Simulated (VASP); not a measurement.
# NaLuSbH (P4/mmm) in VASP: relaxation of cell and atoms with PBE

Aim: the relaxation of cell and atoms of NaLuSbH with PBE.

Program: VASP 6.6.1. These are calculated values, not measurements. Logs are shortened: lines on timing, memory, paths and dates and some standing lists are left out, and cuts for length are marked.

### Step 1. The cell of the first run

It takes space group P4/mmm (No. 123, tetragonal). Conventional cell: a = 3.948 Å, b = 3.948 Å, c = 5.394 Å, α = 90.00°, β = 90.00°, γ = 90.00°. Around Na (site symmetry 4/mmm) lie 2 H at 2.70 Å and 4 Sb at 2.79 Å. Lu (site symmetry 4/mmm) is surrounded by 2 Sb at 2.70 Å and 4 H at 2.79 Å. Around Sb (site symmetry 4/mmm) lie 2 Lu at 2.70 Å and 4 Na at 2.79 Å. H (site symmetry 4/mmm) has 2 Na at 2.70 Å and 4 Lu at 2.79 Å as nearest neighbours.

The cell was built by a generator and needn't be a form met in nature.

### Step 2. Relaxation of cell and atoms, PBE (random cell by space group and Wyckoff sites (P4/mmm, No. 123))

INCAR reads:

```
SYSTEM = NaLuSbH
PREC = Accurate
ENCUT = 600
EDIFF = 1E-6
ISMEAR = 0
SIGMA = 0.1
LREAL = .FALSE.
LASPH = .TRUE.
NELM = 100
ALGO = Normal
ISIF = 3
LWAVE = .FALSE.
LCHARG = .FALSE.
GGA = PE
IBRION = 2
NSW = 90
EDIFFG = -0.04
```

KPOINTS reads:

```
Automatic mesh
0
G
  4 4 4
  0 0 0
```

POSCAR reads:

```
NaLuSbH
1.0
    3.9480003500      0.0000000000      0.0000000000
    0.0000000000      3.9480003500      0.0000000000
    0.0000000000      0.0000000000      5.3939531800
Na Lu Sb H
1 1 1 1
Direct
    0.0000000000      0.0000000000      0.0000000000
    0.5000000000      0.5000000000      0.5000000000
    0.5000000000      0.5000000000      0.0000000000
    0.0000000000      0.0000000000      0.5000000000
```

Potentials or basis: VASP PAW PBE potentials, release 64 (Na_pv, Lu, Sb, H).

Run with:

```bash
$ cat potpaw_PBE.64/Na_pv/POTCAR potpaw_PBE.64/Lu/POTCAR potpaw_PBE.64/Sb/POTCAR potpaw_PBE.64/H/POTCAR > POTCAR
$ mpirun -np 1 vasp_std > vasp.out
```

OUTCAR:

```text
SYSTEM = NaLuSbH
   PREC = Accurate
   ENCUT = 600
   EDIFF = 1E-6
   ISMEAR = 0
   LREAL = .FALSE.
   LASPH = .TRUE.
   NELM = 100
   ISIF = 3
   GGA = PE
   IBRION = 2
   NSW = 90
   EDIFFG = -0.04

 ion  position               nearest neighbor table
   1  0.000  0.000  0.000-   3 2.79   3 2.79   3 2.79   3 2.79
   2  0.500  0.500  0.500-   3 2.70   3 2.70
   3  0.500  0.500  0.000-   2 2.70   2 2.70   1 2.79   1 2.79   1 2.79   1 2.79
   4  0.000  0.000  0.500-

  LATTYP: Found a simple tetragonal cell.
 ALAT       =     3.9480003500
 C/A-ratio  =     1.3662494179

  Lattice vectors:

 A1 = (   3.9480003500,   0.0000000000,   0.0000000000)
 A2 = (   0.0000000000,   3.9480003500,   0.0000000000)
 A3 = (   0.0000000000,   0.0000000000,   5.3939531800)

Analysis of symmetry for initial positions (statically):
=====================================================================
 Subroutine PRICEL returns:
 Original cell was already a primitive cell.

 Routine SETGRP: Setting up the symmetry group for a
 simple tetragonal supercell.

 Subroutine GETGRP returns: Found 16 space group operations
 (whereof 16 operations were pure point group operations)
 out of a pool of 16 trial point group operations.

The static configuration has the point symmetry D_4h.

Analysis of symmetry for dynamics (positions and initial velocities):
=====================================================================
 Subroutine PRICEL returns:
 Original cell was already a primitive cell.

 Routine SETGRP: Setting up the symmetry group for a
 simple tetragonal supercell.

 Subroutine GETGRP returns: Found 16 space group operations
 (whereof 16 operations were pure point group operations)
 out of a pool of 16 trial point group operations.

The dynamic configuration has the point symmetry D_4h.

 Subroutine INISYM returns: Found 16 space group operations
 (whereof 16 operations are pure point group operations),
 and found     1 'primitive' translations

----------------------------------------------------------------------------------------

                                     Primitive cell

  volume of cell :      84.0740

  direct lattice vectors                    reciprocal lattice vectors
     3.948000350  0.000000000  0.000000000     0.253292784  0.000000000  0.000000000
     0.000000000  3.948000350  0.000000000     0.000000000  0.253292784  0.000000000
     0.000000000  0.000000000  5.393953180     0.000000000  0.000000000  0.185392785

  length of vectors
     3.948000350  3.948000350  5.393953180     0.253292784  0.253292784  0.185392785

  position of ions in fractional coordinates (direct lattice)
     0.000000000  0.000000000  0.000000000
     0.500000000  0.500000000  0.500000000
     0.500000000  0.500000000  0.000000000
     0.000000000  0.000000000  0.500000000

  ion indices of the primitive-cell ions
   primitive index   ion index
                 1           1
                 2           2
                 3           3
                 4           4

----------------------------------------------------------------------------------------

 KPOINTS: Automatic mesh

Automatic generation of k-mesh.
 Grid dimensions read from file:
 generate k-points for:    4    4    4

 Generating k-lattice:

  Cartesian coordinates                     Fractional coordinates (reciprocal lattice)
     0.063323196  0.000000000  0.000000000     0.250000000  0.000000000  0.000000000
     0.000000000  0.063323196  0.000000000     0.000000000  0.250000000  0.000000000
     0.000000000  0.000000000  0.046348196     0.000000000  0.000000000  0.250000000

  Length of vectors
     0.063323196  0.063323196  0.046348196

  Shift w.r.t. Gamma in fractional coordinates (k-lattice)
     0.000000000  0.000000000  0.000000000

 Subroutine IBZKPT returns following result:
 ===========================================

 Found     18 irreducible k-points:

 Following reciprocal coordinates:
            Coordinates               Weight
  0.000000  0.000000  0.000000      1.000000
  0.250000  0.000000  0.000000      4.000000
  0.500000  0.000000  0.000000      2.000000
  0.250000  0.250000  0.000000      4.000000
  0.500000  0.250000  0.000000      4.000000
  0.500000  0.500000  0.000000      1.000000
[... 10 lines left out ...]
  0.500000  0.250000  0.500000      4.000000
  0.500000  0.500000  0.500000      1.000000
   k-points           NKPTS =     18   k-points in BZ     NKDIM =     18   number of bands    NBANDS=     23
   number of dos      NEDOS =    301   number of ions     NIONS =      4
   total plane-waves  NPLWV =  49152
   dimension x,y,z NGX =    32 NGY =   32 NGZ =   48
   dimension x,y,z NGXF=    64 NGYF=   64 NGZF=   96
   ions per type =               1   1   1   1
   NGX,Y,Z   is equivalent  to a cutoff of  13.47, 13.47, 14.79 a.u.
   NGXF,Y,Z  is equivalent  to a cutoff of  26.95, 26.95, 29.59 a.u.
 SYSTEM =  NaLuSbH
   PREC   = accura    normal or accurate (medium, high low for compatibility)
   ISTART =      0    job   : 0-new  1-cont  2-samecut
   ICHARG =      2    charge: 1-file 2-atom 10-const
   ISPIN  =      1    spin polarized calculation?
   LNONCOLLINEAR =      F non collinear calculations
   LSORBIT =      F    spin-orbit coupling
   LASPH  =      T    aspherical Exc in radial PAW
   ENCUT  =  600.0 eV  44.10 Ry    6.64 a.u.   7.89  7.89 10.77*2*pi/ulx,y,z
   NELM   =    100;   NELMIN=  2; NELMDL= -5     # of ELM steps
   EDIFF  = 0.1E-05   stopping-criterion for ELM
   LREAL  =      F    real-space projection
   EDIFFG = -.4E-01   stopping-criterion for IOM
   NSW    =     90    number of steps for IOM
   IBRION =      2    ionic relax: 0-MD 1-quasi-New 2-CG
   NFREE  =      1    steps in history (QN), initial steepest desc. (CG)
   ISIF   =      3    stress and relaxation
   ISYM   =      2    0-nonsym 1-usesym 2-fastsym
   POTIM  = 0.5000    time-step for ionic-motion
   TEBEG  =    0.0;   TEEND  =   0.0 temperature during run
   PSTRESS=    0.0 pullay stress
   NELECT =      38.0000    total number of electrons
   NUPDOWN=      -1.0000    fix difference up-down
   EMIN   =  10.00;   EMAX   =-10.00  energy-range for DOS
   EFERMI =   0.00;   METHOD = LEGACY
   ISMEAR =     0;   SIGMA  =   0.10  broadening in eV -4-tet -1-fermi 0-gaus
   EFERMI_NEDOS =   21; number of points for ismear=-14 and -15
   IALGO  =     38    algorithm
   IMIX   =      4    mixing-type and parameters
     AMIX     =   0.40;   BMIX     =  1.00
     AMIX_MAG =   1.60;   BMIX_MAG =  1.00
  volume/ion in A,a.u.               =      21.02       141.84
  Fermi-wavevector in a.u.,A,eV,Ry     =   1.256364  2.374184 21.476126  1.578451
  Thomas-Fermi vector in A             =   2.390076
   LORBIT       =      0    0 simple, 1 ext, 2 COOP (PROOUT), +10 PAW based schemes
   GGA     = PE    functional components
   LHFCALC =     F    Hartree Fock is set to
   AEXX    =    0.0000 exact exchange contribution
   IVDW    =     0    specifies the selected vdW correction
   LEPSILON=     F    determine dielectric tensor
   LRPA    =     F    only Hartree local field effects (RPA)
 conjugate gradient relaxation of ions
 non-spin polarized calculation
 Gauss-broadening in eV      SIGMA  =   0.10
  energy-cutoff  :      600.00
  volume of cell :       84.07
 maximum number of plane-waves:      2832
 NGX is ok and might be reduce to    32
   NGX = 15   NGY = 15   NGZ = 21

--------------------------------------- Ionic step        1  -------------------------------------------

 number of electron      37.9999993 magnetization

 Free energy of the ion-electron system (eV)
  ---------------------------------------------------
  ext. energy  EPLUGINS =         0.00000000
  ---------------------------------------------------
  free energy    TOTEN  =       -12.83463975 eV

  energy without entropy =      -12.82012045  energy(sigma->0) =      -12.82738010

------------------------ aborting loop because EDIFF is reached ----------------------------------------

  FORCE on cell =-STRESS in cart. coord.  units (eV):
  Direction    XX          YY          ZZ          XY          YZ          ZX
  --------------------------------------------------------------------------------------
  -------------------------------------------------------------------------------------
  Total        2.6747536      2.6747536      9.1531014      0.0000000      0.0000000      0.0000000
  in kB       50.9721354     50.9721354    174.4284486      0.0000000      0.0000000      0.0000000
  external PRESSURE =      92.1242398 kB  Pullay stress =       0.0000000 kB

 VOLUME and BASIS-vectors are now :
 -----------------------------------------------------------------------------
  energy-cutoff  :      600.00
  volume of cell :       84.07
      direct lattice vectors                 reciprocal lattice vectors
     3.948000350  0.000000000  0.000000000     0.253292784  0.000000000  0.000000000
     0.000000000  3.948000350  0.000000000     0.000000000  0.253292784  0.000000000
     0.000000000  0.000000000  5.393953180     0.000000000  0.000000000  0.185392785
[... 267 lines left out ...]
 POSITION                                       TOTAL-FORCE (eV/Angst)
 -----------------------------------------------------------------------------------
     -0.00000     -0.00000      0.00000        -0.000000     -0.000000      0.000000
      2.06442      2.06442      2.88896         0.000000      0.000000      0.000000
      2.06442      2.06442      0.00000        -0.000000     -0.000000      0.000000
     -0.00000     -0.00000      2.88896        -0.000000     -0.000000      0.000000
 -----------------------------------------------------------------------------------
    total drift:                                0.000000      0.000000     -0.000000

  FREE ENERGIE OF THE ION-ELECTRON SYSTEM (eV)
  ---------------------------------------------------
  free  energy   TOTEN  =       -13.2324941763 eV

  energy  without entropy=      -13.2151655418  energy(sigma->0) =      -13.22382986

--------------------------------------- Ionic step        9  -------------------------------------------

 number of electron      38.0000021 magnetization

 Free energy of the ion-electron system (eV)
  ---------------------------------------------------
  ext. energy  EPLUGINS =         0.00000000
  ---------------------------------------------------
  free energy    TOTEN  =       -13.23270396 eV

  energy without entropy =      -13.21607494  energy(sigma->0) =      -13.22438945

 E-fermi :   3.0128     XC(G=0):  -8.8750

 val. band max:        2.9438775440   @ k =   0.2500   0.0000   0.2500
 cond. band min:       3.0498628629   @ k =   0.2500   0.0000   0.2500
 fundamental gap:      0.1059853190
 Fermi energy:         3.0128182781

 k-point     1 :       0.0000    0.0000    0.0000
  band No.  band energies     occupation
      1     -54.7118      2.00000
      2     -25.4071      2.00000
      3     -25.4071      2.00000
      4     -25.1824      2.00000
      5     -20.9333      2.00000
      6     -20.9333      2.00000
[... 15 lines left out ...]
     22       4.9124      0.00000
     23       5.4804      0.00000
[... 462 lines left out ...]
 POSITION                                       TOTAL-FORCE (eV/Angst)
 -----------------------------------------------------------------------------------
      4.12715      4.12715      0.00000         0.000000      0.000000      0.000000
      2.06357      2.06357      2.87841         0.000000      0.000000      0.000000
      2.06357      2.06357      0.00000        -0.000000     -0.000000      0.000000
      4.12715      4.12715      2.87841        -0.000000     -0.000000      0.000000
 -----------------------------------------------------------------------------------
    total drift:                                0.000000      0.000000     -0.000000

  FREE ENERGIE OF THE ION-ELECTRON SYSTEM (eV)
  ---------------------------------------------------
  free  energy   TOTEN  =       -13.2327039642 eV

  energy  without entropy=      -13.2160749354  energy(sigma->0) =      -13.22438945

 reached required accuracy - stopping structural energy minimisation
```

It took 3.8 min on 1 thread of Intel Xeon Platinum 8488C (Sapphire Rapids), shared host; peak memory 0.24 GiB.

Results:

```
Free energy                            : -13.2327 eV
Relaxed volume                         : 24.51 Å³/atom
Relaxed cell                           : a = 4.127 Å, b = 4.127 Å, c = 5.757 Å, α = 90.00°, β = 90.00°, γ = 90.00°
Space group after relaxing (to 0.05 Å) : P4/mmm (No. 123)
Energy gained by relaxing              : 99.5 meV/atom
Ionic steps                            : 9
Pressure after relaxing                : 0.1 GPa
Band gap on the k mesh                 : none (metal or under the smearing width)
```

Stress tensor (GPa, compression positive):
```
0.02 0.00 0.00
0.00 0.02 0.00
0.00 0.00 0.19
```

The path:
```tsv
step	energy change (eV)	largest force (eV/Å)	pressure (GPa)	volume (Å³)
1	0.0000	0.0000	9.21	84.07
2	-0.3455	0.0000	-1.51	99.48
3	-0.3825	0.0000	0.55	95.02
4	-0.3825	0.0000	0.52	95.24
5	-0.3916	0.0000	0.17	96.43
6	-0.3977	0.0000	-0.09	98.14
7	-0.3978	0.0000	-0.20	98.59
8	-0.3979	0.0000	-0.18	98.50
9	-0.3981	0.0000	0.07	98.06
```

Final structure:
```
Na Lu Sb H
1.0
     4.12715    0.00000    0.00000
     0.00000    4.12715    0.00000
     0.00000    0.00000    5.75682
Na Lu Sb H
1 1 1 1
Direct
  0.00000 0.00000 0.00000
  0.50000 0.50000 0.50000
  0.50000 0.50000 0.00000
  0.00000 0.00000 0.50000
```

Caveat: the k mesh is coarse (spacing up to 0.40 Å⁻¹), so the values aren't converged; the volume moved by over 15 % at a fixed basis, so the end points are rough. Spin-orbit coupling is left out, which matters for the levels of Lu, Sb.
